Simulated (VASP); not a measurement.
Input:

```
CELL_PARAMETERS angstrom
      0.00000     3.23206     3.23206
      3.23206     0.00000     3.23206
      3.23206     3.23206     0.00000
ATOMIC_POSITIONS crystal
  Cd 0.00000 0.00000 0.00000
  Te 0.25000 0.25000 0.25000
```

These are r2SCAN+rVV10, VASP's PBE PAW potentials (set 64) (plane waves; VASP) values and carry that method's errors. Settings: 520 eV cut-off, 7×7×7 Γ-centred mesh, Gaussian smearing of 0.050 eV, potentials Cd Te.

Q: Give the stress tensor in GPa (positive for a compressed cell).

A: 
```
1.38  0.00  0.00
0.00  1.38  0.00
0.00  0.00  1.38
```
The pressure is its mean diagonal, 1.38 GPa.

The compound is CdTe in the zinc blende structure. This cell is one point of a volume scan, at 0.97 of the reference volume.
